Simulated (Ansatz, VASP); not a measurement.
# PH3O3 (PH3O3 (Pna2_1)) in two plane-wave programs

Wanted: the spread between two codes on one cell, functional and k mesh. The structure shown is the start of the Ansatz relaxation below; VASP solves that cell, so the two are compared at the walk's first step.

Program: Ansatz 0.2.0. Level of theory: plane waves, with VASP 6.6.1 beside it; single point at PBEsol. Results are calculated unless marked as measured.

## (1) Starting point

The cell holds 56 atoms: 24 H, 8 P and 24 O. Cell: a = 7.342 Å, b = 12.252 Å, c = 6.970 Å, α = 90.0°, β = 90.0°, γ = 90.0°.

## (2) Ansatz: relaxation, PBEsol

Ansatz runs on its default PAW (the set named soft_2) files.

The two programs are compared at the cell with which this relaxation starts, whose forces are those of its first step.

File input.yaml:

```yaml
crystal:
  lattice:
    - [7.342012, 0.0, 0.0]
    - [0.0, 12.252091, 0.0]
    - [0.0, 0.0, 6.970453]
  atoms:
    - { symbol: H, position: [0.459085, 0.258615, 0.658656] }
    - { symbol: H, position: [0.540915, 0.741385, 0.158656] }
    - { symbol: H, position: [0.040915, 0.758615, 0.158656] }
    - { symbol: H, position: [0.959085, 0.241385, 0.658656] }
    - { symbol: H, position: [0.702203, 0.095019, 0.559488] }
    - { symbol: H, position: [0.297797, 0.904981, 0.059488] }
    - { symbol: H, position: [0.797797, 0.595019, 0.059488] }
    - { symbol: H, position: [0.202203, 0.404981, 0.559488] }
    - { symbol: H, position: [0.074615, 0.441052, 0.165557] }
    - { symbol: H, position: [0.925385, 0.558948, 0.665557] }
    - { symbol: H, position: [0.425385, 0.941052, 0.665557] }
    - { symbol: H, position: [0.574615, 0.058948, 0.165557] }
    - { symbol: H, position: [0.310629, 0.511968, 0.981588] }
    - { symbol: H, position: [0.689371, 0.488032, 0.481588] }
    - { symbol: H, position: [0.189371, 0.011968, 0.481588] }
    - { symbol: H, position: [0.784749, 0.308589, 0.936356] }
    - { symbol: H, position: [0.9682, 0.154224, 0.18803] }
    - { symbol: H, position: [0.0318, 0.845776, 0.68803] }
    - { symbol: H, position: [0.5318, 0.654224, 0.68803] }
    - { symbol: H, position: [0.4682, 0.345776, 0.18803] }
    - { symbol: H, position: [0.284749, 0.191411, 0.936356] }
    - { symbol: H, position: [0.715251, 0.808589, 0.436356] }
    - { symbol: H, position: [0.215251, 0.691411, 0.436356] }
    - { symbol: H, position: [0.810629, 0.988032, 0.981588] }
    - { symbol: P, position: [0.037535, 0.380094, 0.466998] }
    - { symbol: P, position: [0.462465, 0.880094, 0.966998] }
    - { symbol: P, position: [0.962465, 0.619906, 0.966998] }
    - { symbol: P, position: [0.537535, 0.119906, 0.466998] }
    - { symbol: P, position: [0.502773, 0.371099, 0.995208] }
    - { symbol: P, position: [0.497227, 0.628901, 0.495208] }
    - { symbol: P, position: [0.997227, 0.871099, 0.495208] }
    - { symbol: P, position: [0.002773, 0.128901, 0.995208] }
    - { symbol: O, position: [0.407891, 0.287339, 0.868511] }
    - { symbol: O, position: [0.592109, 0.712661, 0.368511] }
    - { symbol: O, position: [0.092109, 0.787339, 0.368511] }
    - { symbol: O, position: [0.907891, 0.212661, 0.868511] }
    - { symbol: O, position: [0.213278, 0.121445, 0.964978] }
    - { symbol: O, position: [0.555954, 0.507662, 0.459986] }
    - { symbol: O, position: [0.055954, 0.992338, 0.459986] }
    - { symbol: O, position: [0.944046, 0.007662, 0.959986] }
    - { symbol: O, position: [0.074831, 0.37097, 0.246922] }
    - { symbol: O, position: [0.925169, 0.62903, 0.746922] }
    - { symbol: O, position: [0.425169, 0.87097, 0.746922] }
    - { symbol: O, position: [0.574831, 0.12903, 0.246922] }
    - { symbol: O, position: [0.986059, 0.25977, 0.517854] }
    - { symbol: O, position: [0.013941, 0.74023, 0.017854] }
    - { symbol: O, position: [0.513941, 0.75977, 0.017854] }
    - { symbol: O, position: [0.486059, 0.24023, 0.517854] }
    - { symbol: O, position: [0.897625, 0.465635, 0.522969] }
    - { symbol: O, position: [0.102375, 0.534365, 0.022969] }
    - { symbol: O, position: [0.602375, 0.965635, 0.022969] }
    - { symbol: O, position: [0.397625, 0.034365, 0.522969] }
    - { symbol: O, position: [0.713278, 0.378555, 0.964978] }
    - { symbol: O, position: [0.286722, 0.621445, 0.464978] }
    - { symbol: O, position: [0.786722, 0.878555, 0.464978] }
    - { symbol: O, position: [0.444046, 0.492338, 0.959986] }
basis:
  ecutwfc: 420
  xc_grid: 2
hamiltonian:
  xc: pbesol
kpoints:
  mp_grid: { grid: [4, 3, 4] }
scf:
  occupations: { method: fermi_dirac, width: 0.01 }
  max_iter: 150
output:
  forces: true
  stress: true
relax:
  f_tol: 0.01
  max_steps: 60
  cell: {}
checkpoint:
  write: "../pbesol.run"
  compress: false
  write_wavefunctions: false
  write_every: 100000
```

Run with:

```bash
$ ansatz run input.yaml --threads 4 --pin off --max-ram 6594MiB --backend cpu --events-out ev --progress --plain --runs-dir out
```

Numbers of over 12 decimals in the logs are rounded to 6 here.

The log of the run:

```text
Engine: ansatz 0.2.0, x86_64-unknown-linux-gnu
Pseudopotentials: kind: paw
Pseudopotential: H, paw, valence charge 1, recommended cutoff 420 eV (normal), H.paw.azcp
Pseudopotential: P, paw, valence charge 5, recommended cutoff 420 eV (normal), P.paw.azcp
Pseudopotential: O, paw, valence charge 6, recommended cutoff 420 eV (normal), O.paw.azcp
Functional definition: PBEsol
  exchange = pbesol_x
  correlation = pbesol_c
Crystal: 56 atoms, lattice volume = 627.027 Å³
Basis set: ecut = 420 eV, 12267 PW (Γ), exchange–correlation on 100×180×96 points (8 copies of the dense FFT grid, shifted against one another)
Bands: 160, of which v1, the nominal top of the filled ones, is band 104 counted from 1 (103 counted from 0)
Symmetry: 4 space group operations
Space group: Pna21 (ITA 33), of the structure as read, at distance tolerance 8.6e-5 Å
k-points: 18 of 48 (time reversal used)
Non-local potential: H, projectors of the file, l = 0: 2, l = 1: 1
Non-local potential: P, projectors of the file, l = 0: 2, l = 1: 2, l = 2: 2
Non-local potential: O, projectors of the file, l = 0: 2, l = 1: 2, l = 2: 1
PAW form: soft (Blöchl's): semilocal exchange-correlation on the pseudo side does not see the compensation charge
PAW frozen core: P, regenerated for the run's functional, and the local potential with it (the file was generated under x = pbe(κ = 0.804, μ = 0.219515), c = pbe(β = 0.066725))
PAW frozen core: O, regenerated for the run's functional, and the local potential with it (the file was generated under x = pbe(κ = 0.804, μ = 0.219515), c = pbe(β = 0.066725))
PAW one-centre angular grid: H, 110 points (default); XC on 64 Gauss nodes
PAW one-centre angular grid: P, 110 points (default); XC on 64 Gauss nodes
PAW one-centre angular grid: O, 110 points (default); XC on 64 Gauss nodes
Initial density: superposition of atomic densities (neutral atoms: chi_scale 0, normalization atom), corrected by the library's trained network
Initial wavefunctions: pseudopotential atomic-orbital guess
Functional: x = pbesol(κ = 0.804, μ = 0.123457), c = pbesol(β = 0.046)
SCF iter   1: F=—  HF=-19771.427023 eV  |F-HF|=—  |Δ(HF+E_count)|=         —  Δρ=9.56e-3  dr2=4.34e-1  ethr=1.77e-3  ⟨swp⟩=7.1  Hψ=15379  notcnv=0  defer=446
preconditioner: auto → Resta (q_TF=auto, 2.270 Å⁻¹)  ε∞=2.6  [insulator: Δε(μ)=6.967 eV  Ē_g=16.689 eV  σ=0.010 eV  W_gap=1.00  n_scr=132 (ndim 8)  ℏωp=21.4 eV  f_vac=0.199  D(μ)=0.00/eV (n_scr^D=0)  ε∞_Penn≈2.6]
SCF iter   2: F=—  HF=-19771.319512 eV  |F-HF|=—  |Δ(HF+E_count)|=   1.08e-1  Δρ=2.72e-3  dr2=2.49e-2  ethr=2.09e-4  ⟨swp⟩=3.0  Hψ=4963  notcnv=0  defer=892
SCF iter   3: F=—  HF=-19771.318822 eV  |F-HF|=—  |Δ(HF+E_count)|=   6.90e-4  Δρ=1.25e-3  dr2=6.45e-3  ethr=1.20e-5  ⟨swp⟩=2.6  Hψ=3726  notcnv=0  defer=892
SCF iter   4: F=—  HF=-19771.321221 eV  |F-HF|=—  |Δ(HF+E_count)|=   2.40e-3  Δρ=5.28e-4  dr2=1.53e-3  ethr=3.10e-6  ⟨swp⟩=3.0  Hψ=3670  notcnv=0  defer=892
SCF iter   5: F=—  HF=-19771.321137 eV  |F-HF|=—  |Δ(HF+E_count)|=   8.37e-5  Δρ=1.18e-4  dr2=7.34e-5  ethr=7.33e-7  ⟨swp⟩=2.2  Hψ=3818  notcnv=0  defer=892
SCF iter   6: F=—  HF=-19771.321290 eV  |F-HF|=—  |Δ(HF+E_count)|=   1.53e-4  Δρ=3.95e-5  dr2=8.50e-6  ethr=3.53e-8  ⟨swp⟩=2.0  Hψ=3765  notcnv=0  defer=892
SCF iter   7: F=—  HF=-19771.321302 eV  |F-HF|=—  |Δ(HF+E_count)|=   1.19e-5  Δρ=1.81e-5  dr2=1.26e-6  ethr=4.09e-9  ⟨swp⟩=2.0  Hψ=3428  notcnv=0  defer=892
SCF iter   8: F=—  HF=-19771.321303 eV  |F-HF|=—  |Δ(HF+E_count)|=   1.13e-6  Δρ=1.08e-5  dr2=5.12e-7  ethr=6.06e-10  ⟨swp⟩=2.0  Hψ=3782  notcnv=0  defer=892
SCF iter   9: F=-19771.321303 eV  HF=-19771.321303 eV  |F-HF|=3.34e-8  |Δ(HF+E_count)|=   2.63e-8  Δρ=1.72e-6  dr2=1.60e-8  ethr=4.81e-11  ⟨swp⟩=4.0  Hψ=10956  notcnv=0
SCF 1 converged in 9 iterations: F = -19771.321303 eV  dr2 = 1.60e-8
  greatest PAW one-centre occupation: 0.867 electrons in one spin orbital (limit 2), on the O atom at site 35 (counted from 0), in its partial waves of l = 0
relax step   1: F+E_penalty+E_count = -19771.32130304 eV  Δ(F+E_penalty+E_count) = +0.000e0 eV  max|allowed force component| = 2.600e-1 eV/Å  Δτ_max = 0.0000 Å  P = -0.995 GPa  Ω = 627.027 Å³  (9 SCF iters, dr2 threshold 1.00e-7 eV, accepted)
Crystal: 56 atoms, lattice volume = 618.369 Å³
Basis set: ecut = 420 eV, 12119 PW (Γ), exchange–correlation on 100×180×96 points (8 copies of the dense FFT grid, shifted against one another)
Initial density: handed on by an earlier stage of this run
Initial wavefunctions: those handed on with the density
iter 1 solved again at ethr=1.71e-5 eV; its pass at ethr=3.10e-3 eV (dr2=3.55e-2 eV) is discarded
SCF iter   1: F=—  HF=-19771.410139 eV  |F-HF|=—  |Δ(HF+E_count)|=         —  Δρ=3.43e-3  dr2=3.57e-2  ethr=1.71e-5  ⟨swp⟩=10.1  Hψ=15565  notcnv=0  defer=1
[...]
E_band       = -1502.668880
  E_kinetic    = 5166.517797
  E_local      = -14541.951296  (includes V_loc(G=0)·N_el)
  E_nonlocal   = 1451.755912
  E_hartree    = 5188.608727
  E_xc         = -2451.297126
  E_vxc        = -3007.060369  (∫ρ·V_xc dr)
  E_paw        = -8114.374475  (= ΣΔE_a)
  E_vpaw       = -949.182480  (= ΣTr[D̂ρ^β])
  E_aug_tail   = 0.033845  (compensation charges beyond the density's cutoff)
  E_ewald      = -6471.940067
  E_core_change = 1.215678  (= ΣΔE_core)
  E_smearing   = -0.000000  (= −TS)
  E_closure    = -0.000000  (closes the sum)
  Σ components = -19771.431004   (vs F -19771.431004, Δ=0.00e0)
--- Forces (eV/Å), atoms counted from 1 ---
  atom   1  H      0.00019753    -0.00097307     0.00004656
  atom   2  H     -0.00019753     0.00097307     0.00004656
  atom   3  H     -0.00019753    -0.00097307     0.00004656
  atom   4  H      0.00019753     0.00097307     0.00004656
  atom   5  H      0.00188319    -0.00030396     0.00016368
  atom   6  H     -0.00188319     0.00030396     0.00016368
  atom   7  H     -0.00188319    -0.00030396     0.00016368
  atom   8  H      0.00188319     0.00030396     0.00016368
  atom   9  H      0.00067423     0.00314002    -0.00223692
  atom  10  H     -0.00067423    -0.00314002    -0.00223692
  atom  11  H     -0.00067423     0.00314002    -0.00223692
  atom  12  H      0.00067423    -0.00314002    -0.00223692
  atom  13  H     -0.00155298     0.00077964     0.00003380
  atom  14  H      0.00155298    -0.00077964     0.00003380
  atom  15  H      0.00155298     0.00077964     0.00003380
  atom  16  H     -0.00011479     0.00031748    -0.00019324
  atom  17  H     -0.00036236     0.00012452    -0.00064130
  atom  18  H      0.00036236    -0.00012452    -0.00064130
  atom  19  H      0.00036236     0.00012452    -0.00064130
  atom  20  H     -0.00036236    -0.00012452    -0.00064130
  atom  21  H     -0.00011479    -0.00031748    -0.00019324
  atom  22  H      0.00011479     0.00031748    -0.00019324
  atom  23  H      0.00011479    -0.00031748    -0.00019324
  atom  24  H     -0.00155298    -0.00077964     0.00003380
[...]
atom  49  O      0.00209863     0.00163988     0.00145958
  atom  50  O     -0.00209863    -0.00163988     0.00145958
  atom  51  O     -0.00209863     0.00163988     0.00145958
  atom  52  O      0.00209863    -0.00163988     0.00145958
  atom  53  O     -0.00070869    -0.00046623    -0.00005030
  atom  54  O      0.00070869     0.00046623    -0.00005030
  atom  55  O      0.00070869    -0.00046623    -0.00005030
  atom  56  O      0.00091832    -0.00108638    -0.00028608
  max |Σ_I F_I| component: 5.95e-6 eV/Å
--- Stress (GPa, compression-positive) ---
       -0.015549       0.000000       0.000000
        0.000000      -0.034003       0.000000
        0.000000       0.000000      -0.020487
  P = ⅓ Tr σ = -0.0233 GPa (-0.233 kbar)
--- Relaxed structure (11 steps of the walk, 10 accepted, 2 SCFs on fresh bases) ---
  F+E_penalty+E_count = -19771.43100356 eV   max|allowed force component| = 5.032e-3 eV/Å   (the final SCF, on the basis selected at the relaxed cell)
  cell:  # Å, volume = 612.5252 Å³
    - [7.298485, 0, 0]
    - [0, 12.093046, -1.1806223364274851e-17]
    - [0, -6.716790225291317e-18, 6.939938]
  atoms:
    - { symbol: H, position: [0.452236, 0.256395, 0.668769] }
    - { symbol: H, position: [0.547764, 0.743605, 0.168769] }
    - { symbol: H, position: [0.047764, 0.756395, 0.168769] }
    - { symbol: H, position: [0.952236, 0.243605, 0.668769] }
    - { symbol: H, position: [0.706055, 0.097394, 0.555392] }
    - { symbol: H, position: [0.293945, 0.902606, 0.055392] }
    - { symbol: H, position: [0.793945, 0.597394, 0.055392] }
    - { symbol: H, position: [0.206055, 0.402606, 0.555392] }
    - { symbol: H, position: [0.067640, 0.439526, 0.163099] }
    - { symbol: H, position: [0.932360, 0.560474, 0.663099] }
    - { symbol: H, position: [0.432360, 0.939526, 0.663099] }
    - { symbol: H, position: [0.567640, 0.060474, 0.163099] }
    - { symbol: H, position: [0.295667, 0.510008, 0.975599] }
    - { symbol: H, position: [0.704333, 0.489992, 0.475599] }
    - { symbol: H, position: [0.204333, 0.010008, 0.475599] }
    - { symbol: H, position: [0.781292, 0.309319, 0.938723] }
    - { symbol: H, position: [0.955968, 0.151233, 0.189244] }
    - { symbol: H, position: [0.044032, 0.848767, 0.689244] }
    - { symbol: H, position: [0.544032, 0.651233, 0.689244] }
    - { symbol: H, position: [0.455968, 0.348767, 0.189244] }
    - { symbol: H, position: [0.281292, 0.190681, 0.938723] }
    - { symbol: H, position: [0.718708, 0.809319, 0.438723] }
    - { symbol: H, position: [0.218708, 0.690681, 0.438723] }
    - { symbol: H, position: [0.795667, 0.989992, 0.975599] }
    - { symbol: P, position: [0.036597, 0.379022, 0.467084] }
    - { symbol: P, position: [0.463403, 0.879022, 0.967084] }
    - { symbol: P, position: [0.963403, 0.620978, 0.967084] }
    - { symbol: P, position: [0.536597, 0.120978, 0.467084] }
    - { symbol: P, position: [0.495276, 0.371141, 0.994409] }
    - { symbol: P, position: [0.504724, 0.628859, 0.494409] }
    - { symbol: P, position: [1.004724, 0.871141, 0.494409] }
    - { symbol: P, position: [-0.00472412, 0.128859, 0.994409] }
    - { symbol: O, position: [0.405398, 0.281695, 0.871695] }
    - { symbol: O, position: [0.594602, 0.718305, 0.371695] }
    - { symbol: O, position: [0.094602, 0.781695, 0.371695] }
    - { symbol: O, position: [0.905398, 0.218305, 0.871695] }
    - { symbol: O, position: [0.206048, 0.119945, 0.967118] }
    - { symbol: O, position: [0.569000, 0.509107, 0.447411] }
    - { symbol: O, position: [0.069000, 0.990893, 0.447411] }
    - { symbol: O, position: [0.931000, 0.00910659, 0.947411] }
    - { symbol: O, position: [0.066270, 0.367962, 0.246134] }
    - { symbol: O, position: [0.933730, 0.632038, 0.746134] }
    - { symbol: O, position: [0.433730, 0.867962, 0.746134] }
    - { symbol: O, position: [0.566270, 0.132038, 0.246134] }
    - { symbol: O, position: [0.977529, 0.260086, 0.523969] }
    - { symbol: O, position: [0.022471, 0.739914, 0.023969] }
    - { symbol: O, position: [0.522471, 0.760086, 0.023969] }
    - { symbol: O, position: [0.477529, 0.239914, 0.523969] }
    - { symbol: O, position: [0.902774, 0.469595, 0.524452] }
    - { symbol: O, position: [0.097226, 0.530405, 0.024452] }
    - { symbol: O, position: [0.597226, 0.969595, 0.024452] }
    - { symbol: O, position: [0.402774, 0.030405, 0.524452] }
    - { symbol: O, position: [0.706048, 0.380055, 0.967118] }
    - { symbol: O, position: [0.293952, 0.619945, 0.467118] }
    - { symbol: O, position: [0.793952, 0.880055, 0.467118] }
    - { symbol: O, position: [0.431000, 0.490893, 0.947411] }
```

In the SCF lines HF is the Harris–Foulkes energy and dr2 the Hartree energy of the density residual, in eV; the loop may stop once dr2 is under the threshold and the program's other checks hold. Hψ counts applications of the Hamiltonian.

(Part 1 of 2 ends here.)

[Lines on the potential files, build, host, timing and source positions are cut from VASP's logs without a mark.]

[Logs are printed without paths, hosts, clocks, repeated set-up lines and the standing remarks that a program may print on its own settings, such as how far it seeks lower states.]

[Hosts, paths, dates, database ids (printed as entryN), source tags and the programs' standing remarks are cut or masked in the printed files.]
